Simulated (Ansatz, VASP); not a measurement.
**Ni3Pt in VASP and in Ansatz**

File INCAR:

```
PREC = Accurate
ENCUT = 520
EDIFF = 1E-6
ISMEAR = -1
SIGMA = 0.05
LREAL = False
LASPH = True
NELM = 150
ALGO = Normal
ISIF = 2
LWAVE = False
LCHARG = True
ISPIN = 2
MAGMOM = 2 2 2 0
LORBIT = 11
LMAXMIX = 4
LELF = True
LVHAR = True
NBANDS = 32
```

KPOINTS

```
Automatic mesh
0
Gamma
  6 6 6
```

POSCAR

```
Ni3Pt
1.0
    3.6245667900      0.0000000000      0.0000000000
    0.0000000000      3.6245667900      0.0000000000
    0.0000000000      0.0000000000      3.6245667900
Ni Pt
3 1
Direct
    0.4999999986      0.0000000000      0.4999999986
    0.0000000000      0.4999999986      0.4999999986
    0.4999999986      0.4999999986      0.0000000000
    0.0000000000      0.0000000000      0.0000000000
```

Input for Ansatz:

```yaml
crystal:
  lattice:
    - [3.62456679, 0.0, 0.0]
    - [0.0, 3.62456679, 0.0]
    - [0.0, 0.0, 3.62456679]
  atoms:
    - { symbol: Ni, position: [0.4999999986205248, 0.0, 0.4999999986205248], spin: 2.0 }
    - { symbol: Ni, position: [0.0, 0.4999999986205248, 0.4999999986205248], spin: 2.0 }
    - { symbol: Ni, position: [0.4999999986205248, 0.4999999986205248, 0.0], spin: 2.0 }
    - { symbol: Pt, position: [0.0, 0.0, 0.0], spin: 0.0 }
kpoints:
  mp_grid:
    grid: [6, 6, 6]
hamiltonian:
  xc: lda
magnetization:
  spin_polarized: true
scf:
  occupations:
    method: fermi_dirac
    width: 0.05
  convergence:
    dr2_threshold: 0.0001
output:
  eigenvalues: true
```

The cell comes from a database or a generator and needn't be the stable form of this composition.

Alike in both runs: task single point; functional LDA; k mesh 6 × 6 × 6; occupations fermi-dirac, width 0.05 eV; collinear spin.

|  | VASP | Ansatz |
| --- | --- | --- |
| version | VASP 6.6.1 | Ansatz 0.2.0 |
| potentials or method | VASP PAW LDA potentials, release 64 (Ni, Pt) | plane waves, PAW |
| plane-wave cutoff (eV) | 520 | 420 |
| valence electrons in the cell | 40 | 72 |

|  | VASP | Ansatz | Ansatz less VASP |
| --- | --- | --- | --- |
| gap on the k mesh at the Fermi level (eV) | none | none | - |
| net moment per atom (μB) | 0.49 | 0.55 | +0.058 |
| size of the moment on the site where the two differ most (μB) | 0.56 | 0.65 | +0.089 |

Site moments also hang on the region over which each program counts them. A gap of «none» marks a metal or a gap that the smearing closes. The two sets of potentials don't hold the same shells in valence.

The runs have no spin-orbit coupling, so splittings on Pt are missing.
